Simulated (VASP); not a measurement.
Consider the following.

```
CELL_PARAMETERS angstrom
      2.43156     0.00000     0.00000
     -1.21578     2.10579     0.00000
      0.00000     0.00000     6.62521
ATOMIC_POSITIONS crystal
  Cu 0.33333 0.66667 0.05038
  Cu 0.66667 0.33333 0.55038
  F  0.33333 0.66667 0.32462
  F  0.66667 0.33333 0.82462
```

Computed with PBEsol GGA, VASP's PBE PAW potentials (set 64) (plane waves; VASP). Numerical set-up: 620 eV cut-off, 10×10×4 Γ-centred mesh, Gaussian smearing of 0.050 eV, potentials Cu F.

Estimate the energy per atom (σ→0), pressure.

| Property | Value |
|---|---|
| energy per atom (σ→0) | -3.725 eV/atom |
| pressure | 45.05 GPa |

Total energies compare only between runs with the same potentials, cut-off and functional.

The structure was generated: CuF was put into the wurtzite type (P6_3mc), which need not be its known phase. It was relaxed first under an external pressure of 45 GPa.
